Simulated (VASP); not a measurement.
# Zr3PdSe4 (P-6m2) in VASP: notebook

Runs on Zr3PdSe4. Level: PBE. Tasks: equation of state.

Program: VASP 6.6.1. These are calculated values, not measurements. Logs are shortened: lines on timing, memory, paths and dates and some standing lists are left out, and cuts for length are marked.

## (1) Starting point

Symmetry: P-6m2, No. 187, hexagonal system. The conventional cell has a = 7.164 Å, b = 7.164 Å, c = 3.653 Å, α = 90.00°, β = 90.00°, γ = 120.00°. Zr (site symmetry mm2) has 6 Se at 2.72 to 2.85 Å as nearest neighbours. Around Pd (site symmetry -6m2) lie 6 Se at 2.75 Å. Se (site symmetry mm2) has 4 Zr at 2.72 Å and 2 Pd at 2.75 Å as nearest neighbours. Se (site symmetry -6m2) has 6 Zr at 2.85 Å as nearest neighbours.

The cell was built by a generator and needn't be a form met in nature.

## (2) Equation of state, PBE, 20.30 Å³/atom

File INCAR:

```
  PREC = Accurate
  ENCUT = 520
  EDIFF = 1E-6
  ISMEAR = 0
  SIGMA = 0.1
  LREAL = F
  LASPH = T
  NELM = 100
  ALGO = Normal
  ISIF = 4
  LWAVE = F
  LCHARG = F
  GGA = PE
  IBRION = 2
  NSW = 30
  EDIFFG = -0.02
  KPAR = 4
```

File KPOINTS:

```
Automatic mesh
0
Gamma
  6 6 8
```

File POSCAR:

```
Zr3PdSe4
1.0
    7.1639380000      0.0000000000      0.0000000000
   -3.5819690000      6.2041530000      0.0000000000
    0.0000000000      0.0000000000      3.6531700000
Zr Pd Se
3 1 4
Direct
    0.0193760000      0.5096880000      0.0000000000
    0.4903120000      0.9806240000      0.0000000000
    0.4903120000      0.5096880000      0.0000000000
    0.0000000000      0.0000000000      0.0000000000
    0.1661410000      0.8338590000      0.5000000000
    0.1661410000      0.3322820000      0.5000000000
    0.6666670000      0.3333330000      0.5000000000
    0.6677180000      0.8338590000      0.5000000000
```

Potentials or basis: VASP PAW PBE potentials, release 64 (Zr_sv, Pd, Se).

On the command line:

```console
> cat potpaw_PBE.64/Zr_sv/POTCAR potpaw_PBE.64/Pd/POTCAR potpaw_PBE.64/Se/POTCAR > POTCAR
> mpirun -np 4 vasp_std > vasp.out
```

OUTCAR:

```text
PREC = Accurate
   ENCUT = 520
   EDIFF = 1E-6
   ISMEAR = 0
   LREAL = F
   LASPH = T
   NELM = 100
   ISIF = 4
   GGA = PE
   IBRION = 2
   NSW = 30
   EDIFFG = -0.02

 ion  position               nearest neighbor table
   1  0.019  0.510  0.000-   6 2.72   6 2.72   5 2.72   5 2.72   7 2.85   7 2.85   3 3.37   2 3.37
                             4 3.58   4 3.58   3 3.79   2 3.79
   2  0.490  0.981  0.000-   5 2.72   8 2.72   5 2.72   8 2.72   7 2.85   7 2.85   1 3.37   3 3.37
                             4 3.58   4 3.58   3 3.79   1 3.79
   3  0.490  0.510  0.000-   6 2.72   6 2.72   8 2.72   8 2.72   7 2.85   7 2.85   1 3.37   2 3.37
                             4 3.58   4 3.58   1 3.79   2 3.79
   4  0.000  0.000  0.000-   8 2.75   8 2.75   5 2.75   5 2.75   6 2.75   6 2.75   2 3.58   2 3.58
                             3 3.58   1 3.58   1 3.58   3 3.58
   5  0.166  0.834  0.500-   2 2.72   2 2.72   1 2.72   1 2.72   4 2.75   4 2.75
   6  0.166  0.332  0.500-   1 2.72   3 2.72   1 2.72   3 2.72   4 2.75   4 2.75
   7  0.667  0.333  0.500-   1 2.85   1 2.85   2 2.85   2 2.85   3 2.85   3 2.85
   8  0.668  0.834  0.500-   2 2.72   2 2.72   3 2.72   3 2.72   4 2.75   4 2.75

  LATTYP: Found a hexagonal cell.
 ALAT       =     7.1639380000
 C/A-ratio  =     0.5099388074

  Lattice vectors:

 A1 = (   7.1639380000,   0.0000000000,   0.0000000000)
 A2 = (  -3.5819690000,   6.2041530000,   0.0000000000)
 A3 = (   0.0000000000,   0.0000000000,   3.6531700000)

Analysis of symmetry for initial positions (statically):
=====================================================================
 Subroutine PRICEL returns:
 Original cell was already a primitive cell.

 Routine SETGRP: Setting up the symmetry group for a
 hexagonal supercell.

 Subroutine GETGRP returns: Found 12 space group operations
 (whereof 12 operations were pure point group operations)
 out of a pool of 24 trial point group operations.

The static configuration has the point symmetry D_3h.

Analysis of symmetry for dynamics (positions and initial velocities):
=====================================================================
 Subroutine PRICEL returns:
 Original cell was already a primitive cell.

 Routine SETGRP: Setting up the symmetry group for a
 hexagonal supercell.

 Subroutine GETGRP returns: Found 12 space group operations
 (whereof 12 operations were pure point group operations)
 out of a pool of 24 trial point group operations.

The dynamic configuration has the point symmetry D_3h.

 Subroutine INISYM returns: Found 12 space group operations
 (whereof 12 operations are pure point group operations),
[... 114 lines left out ...]
   ISIF   =      4    stress and relaxation
   ISYM   =      2    0-nonsym 1-usesym 2-fastsym
   POTIM  = 0.5000    time-step for ionic-motion
   TEBEG  =    0.0;   TEEND  =   0.0 temperature during run
   PSTRESS=    0.0 pullay stress
   NELECT =      70.0000    total number of electrons
   NUPDOWN=      -1.0000    fix difference up-down
   EMIN   =  10.00;   EMAX   =-10.00  energy-range for DOS
   EFERMI =   0.00;   METHOD = LEGACY
   ISMEAR =     0;   SIGMA  =   0.10  broadening in eV -4-tet -1-fermi 0-gaus
   EFERMI_NEDOS =   21; number of points for ismear=-14 and -15
   IALGO  =     38    algorithm
   IMIX   =      4    mixing-type and parameters
     AMIX     =   0.40;   BMIX     =  1.00
     AMIX_MAG =   1.60;   BMIX_MAG =  1.00
  volume/ion in A,a.u.               =      20.30       136.97
  Fermi-wavevector in a.u.,A,eV,Ry     =   1.236724  2.337069 20.809923  1.529486
  Thomas-Fermi vector in A             =   2.371321
   LORBIT       =      0    0 simple, 1 ext, 2 COOP (PROOUT), +10 PAW based schemes
   GGA     = PE    functional components
   LHFCALC =     F    Hartree Fock is set to
   AEXX    =    0.0000 exact exchange contribution
   IVDW    =     0    specifies the selected vdW correction
   LEPSILON=     F    determine dielectric tensor
   LRPA    =     F    only Hartree local field effects (RPA)
 conjugate gradient relaxation of ions
 non-spin polarized calculation
 Gauss-broadening in eV      SIGMA  =   0.10
  energy-cutoff  :      520.00
  volume of cell :      162.37
 maximum number of plane-waves:      4404
 NGX is ok and might be reduce to    54
   NGX = 27   NGY = 27   NGZ = 13

 number of electron      70.0000006 magnetization

 Free energy of the ion-electron system (eV)
  ---------------------------------------------------
  ext. energy  EPLUGINS =         0.00000000
  ---------------------------------------------------
  free energy    TOTEN  =       -53.20656495 eV

  energy without entropy =      -53.18024596  energy(sigma->0) =      -53.19340546

 E-fermi :   8.2186     XC(G=0): -10.9838

 val. band max:        8.2184419722   @ k =   0.0000   0.0000   0.1250
 cond. band min:       8.2370380494   @ k =   0.1667   0.0000   0.1250
 fundamental gap:      0.0185960771
 Fermi energy:         8.2186464862

 k-point     1 :       0.0000    0.0000    0.0000
  band No.  band energies     occupation
      1     -41.4502      2.00000
      2     -41.4266      2.00000
      3     -41.4266      2.00000
      4     -19.6552      2.00000
      5     -19.6551      2.00000
      6     -19.5630      2.00000
[... 1069 lines left out ...]
     41      10.4054      0.00000
     42      10.5237      0.00000

 [... further k-points ...]
[... 5 lines left out ...]
  --------------------------------------------------------------------------------------
  -------------------------------------------------------------------------------------
  Total        0.0054529      0.0054529      0.0053205      0.0000000      0.0000000     -0.0000000
  in kB        0.0538062      0.0538062      0.0525000      0.0000000      0.0000000     -0.0000000
  external PRESSURE =       0.0533708 kB  Pullay stress =       0.0000000 kB

 VOLUME and BASIS-vectors are now :
 -----------------------------------------------------------------------------
  energy-cutoff  :      520.00
  volume of cell :      162.37
      direct lattice vectors                 reciprocal lattice vectors
     7.163938000  0.000000000  0.000000000     0.139588031  0.080591178  0.000000000
    -3.581969000  6.204153000  0.000000000     0.000000000  0.161182356  0.000000000
     0.000000000  0.000000000  3.653170000     0.000000000  0.000000000  0.273734866

 POSITION                                       TOTAL-FORCE (eV/Angst)
 -----------------------------------------------------------------------------------
     -1.68688      3.16218      0.00000        -0.002685     -0.001550      0.000000
      0.00000      6.08394      0.00000        -0.000000      0.003101     -0.000000
      1.68688      3.16218      0.00000         0.002685     -0.001550      0.000000
      0.00000      0.00000      0.00000        -0.000000     -0.000000      0.000000
     -1.79663      5.17339      1.82658         0.001837     -0.001060      0.000000
      0.00000      2.06153      1.82658        -0.000000      0.002121     -0.000000
      3.58197      2.06805      1.82658        -0.000000     -0.000000      0.000000
      1.79663      5.17339      1.82658        -0.001837     -0.001060      0.000000
 -----------------------------------------------------------------------------------
    total drift:                               -0.001118      0.000654     -0.000000

  FREE ENERGIE OF THE ION-ELECTRON SYSTEM (eV)
  ---------------------------------------------------
  free  energy   TOTEN  =       -53.2065649515 eV

  energy  without entropy=      -53.1802459650  energy(sigma->0) =      -53.19340546

 reached required accuracy - stopping structural energy minimisation
```

It took 64 s on 4 MPI ranks of Intel Xeon Platinum 8488C (Sapphire Rapids), shared host; peak memory 0.4 GiB.

What came out:

| Property | Result |
| --- | --- |
| Free energy | -53.2066 eV |
| Pressure | 0.0 GPa |
| Largest force | 0.003 eV/Å |
| Band gap on the k mesh | none (metal or under the smearing width) |

## (3) Equation of state, PBE, 19.69 Å³/atom (volume scaled by 0.97)

INCAR is that of step 2.

KPOINTS is that of step 2.

Changes to POSCAR since step 2:

```diff
@@ -2,5 +2,5 @@
 1.0
-    7.1639380000      0.0000000000      0.0000000000
-   -3.5819690000      6.2041530000      0.0000000000
-    0.0000000000      0.0000000000      3.6531700000
+    7.0915700421      0.0000000000      0.0000000000
+   -3.5457850211      6.1414805030      0.0000000000
+    0.0000000000      0.0000000000      3.6162667699
 Zr Pd Se
```

Potentials or basis: VASP PAW PBE potentials, release 64 (Zr_sv, Pd, Se).

On the command line:

```console
> cat potpaw_PBE.64/Zr_sv/POTCAR potpaw_PBE.64/Pd/POTCAR potpaw_PBE.64/Se/POTCAR > POTCAR
> mpirun -np 4 vasp_std > vasp.out
```

It took 2 min on 4 MPI ranks of Intel Xeon Platinum 8488C (Sapphire Rapids), shared host; peak memory 0.42 GiB.

The run converged. Its results:

* Free energy: -53.1603 eV
* Pressure: 3.0 GPa
* Largest force: 0.018 eV/Å
* Band gap on the k mesh: none (metal or under the smearing width)

## (4) Equation of state, PBE, 20.91 Å³/atom (volume scaled by 1.03)

INCAR is that of step 3.

KPOINTS is that of step 3.

Changes to POSCAR since step 3:

```diff
@@ -2,5 +2,5 @@
 1.0
-    7.0915700421      0.0000000000      0.0000000000
-   -3.5457850211      6.1414805030      0.0000000000
-    0.0000000000      0.0000000000      3.6162667699
+    7.2348726924      0.0000000000      0.0000000000
+   -3.6174363462      6.2655842526      0.0000000000
+    0.0000000000      0.0000000000      3.6893423525
 Zr Pd Se
```

On the command line:

```console
> cat potpaw_PBE.64/Zr_sv/POTCAR potpaw_PBE.64/Pd/POTCAR potpaw_PBE.64/Se/POTCAR > POTCAR
> mpirun -np 4 vasp_std > vasp.out
```

Run time: 2.4 min. Hardware: 4 MPI ranks of Intel Xeon Platinum 8488C (Sapphire Rapids), shared host; peak memory 0.43 GiB.

It converged, with:

```yaml
Free_energy: -53.1681 eV
Pressure: -2.5 GPa
Largest_force: 0.018 eV/Å
Band_gap_on_the_k_mesh: none (metal or under the smearing width)
```

## (5) Equation of state, PBE, 19.08 Å³/atom (volume scaled by 0.94)

INCAR is that of step 4.

KPOINTS is that of step 4.

Changes to POSCAR since step 4:

```diff
@@ -2,5 +2,5 @@
 1.0
-    7.2348726924      0.0000000000      0.0000000000
-   -3.6174363462      6.2655842526      0.0000000000
-    0.0000000000      0.0000000000      3.6893423525
+    7.0176941485      0.0000000000      0.0000000000
+   -3.5088470742      6.0775020951      0.0000000000
+    0.0000000000      0.0000000000      3.5785945848
 Zr Pd Se
```

On the command line:

```console
> cat potpaw_PBE.64/Zr_sv/POTCAR potpaw_PBE.64/Pd/POTCAR potpaw_PBE.64/Se/POTCAR > POTCAR
> mpirun -np 4 vasp_std > vasp.out
```

Wall time 2.5 min (4 MPI ranks of Intel Xeon Platinum 8488C (Sapphire Rapids), shared host); peak memory 0.42 GiB.

It converged, with:

| Property | Result |
| --- | --- |
| Free energy | -53.0131 eV |
| Pressure | 6.7 GPa |
| Largest force | 0.017 eV/Å |
| Band gap on the k mesh | none (metal or under the smearing width) |

## (6) Equation of state, PBE, 21.51 Å³/atom (volume scaled by 1.06)

INCAR is that of step 5.

KPOINTS is that of step 5.

Changes to POSCAR since step 5:

```diff
@@ -2,5 +2,5 @@
 1.0
-    7.0176941485      0.0000000000      0.0000000000
-   -3.5088470742      6.0775020951      0.0000000000
-    0.0000000000      0.0000000000      3.5785945848
+    7.3044430438      0.0000000000      0.0000000000
+   -3.6522215219      6.3258339511      0.0000000000
+    0.0000000000      0.0000000000      3.7248189745
 Zr Pd Se
```

Potentials or basis: VASP PAW PBE potentials, release 64 (Zr_sv, Pd, Se).

On the command line:

```console
> cat potpaw_PBE.64/Zr_sv/POTCAR potpaw_PBE.64/Pd/POTCAR potpaw_PBE.64/Se/POTCAR > POTCAR
> mpirun -np 4 vasp_std > vasp.out
```

Wall time 2.7 min (4 MPI ranks of Intel Xeon Platinum 8488C (Sapphire Rapids), shared host); peak memory 0.43 GiB.

It converged, with:

- Free energy: -53.0593 eV
- Pressure: -4.6 GPa
- Largest force: 0.017 eV/Å
- Band gap on the k mesh: none (metal or under the smearing width)

## (7) Equation of state, PBE, 18.47 Å³/atom (volume scaled by 0.91)

INCAR is that of step 6.

KPOINTS is that of step 6.

Changes to POSCAR since step 6:

```diff
@@ -2,5 +2,5 @@
 1.0
-    7.3044430438      0.0000000000      0.0000000000
-   -3.6522215219      6.3258339511      0.0000000000
-    0.0000000000      0.0000000000      3.7248189745
+    6.9422292229      0.0000000000      0.0000000000
+   -3.4711146115      6.0121475451      0.0000000000
+    0.0000000000      0.0000000000      3.5401120906
 Zr Pd Se
```

On the command line:

```console
> cat potpaw_PBE.64/Zr_sv/POTCAR potpaw_PBE.64/Pd/POTCAR potpaw_PBE.64/Se/POTCAR > POTCAR
> mpirun -np 4 vasp_std > vasp.out
```

Wall time 3 min (4 MPI ranks of Intel Xeon Platinum 8488C (Sapphire Rapids), shared host); peak memory 0.41 GiB.

Results (log left out):

* Free energy: -52.7450 eV
* Pressure: 11.0 GPa
* Largest force: 0.014 eV/Å
* Band gap on the k mesh: none (metal or under the smearing width)

## (8) Equation of state, PBE, 22.12 Å³/atom (volume scaled by 1.09)

INCAR is that of step 7.

KPOINTS is that of step 7.

Changes to POSCAR since step 7:

```diff
@@ -2,5 +2,5 @@
 1.0
-    6.9422292229      0.0000000000      0.0000000000
-   -3.4711146115      6.0121475451      0.0000000000
-    0.0000000000      0.0000000000      3.5401120906
+    7.3727128237      0.0000000000      0.0000000000
+   -3.6863564118      6.3849573214      0.0000000000
+    0.0000000000      0.0000000000      3.7596323846
 Zr Pd Se
```

On the command line:

```console
> cat potpaw_PBE.64/Zr_sv/POTCAR potpaw_PBE.64/Pd/POTCAR potpaw_PBE.64/Se/POTCAR > POTCAR
> mpirun -np 4 vasp_std > vasp.out
```

It took 3 min on 4 MPI ranks of Intel Xeon Platinum 8488C (Sapphire Rapids), shared host; peak memory 0.45 GiB.

Results (log left out):

```
Free energy            : -52.8924 eV
Pressure               : -6.4 GPa
Largest force          : 0.017 eV/Å
Band gap on the k mesh : none (metal or under the smearing width)
```
